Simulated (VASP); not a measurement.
Data:

```
Na
1.0
   -2.03644     2.03644     2.03644
    2.03644    -2.03644     2.03644
    2.03644     2.03644    -2.03644
Na
1
Direct
  0.00000   0.00000   0.00000
```

Level of theory: PBE GGA with D3 dispersion (Becke-Johnson damping), VASP's PBE PAW potentials (set 64) (plane waves; VASP 6.6.1). Run with 520 eV cut-off, Gaussian smearing of 0.050 eV, potentials Na_pv.

Problem. Give the energies of bands 4 to 6 at the high-symmetry points, in eV from the Fermi level.

Solution. 
| band | Γ | H | N | P |
|---|---|---|---|---|
| 4 | -3.52 | 4.63 | 0.74 | 2.80 |
| 5 | 12.31 | 4.63 | 1.28 | 2.80 |
| 6 | 12.31 | 5.19 | 8.55 | 2.80 |

It has no gap at this level: it comes out as a metal or semimetal.

The compound is Na in the bcc structure. It was relaxed first, which changed the volume by -13 %.
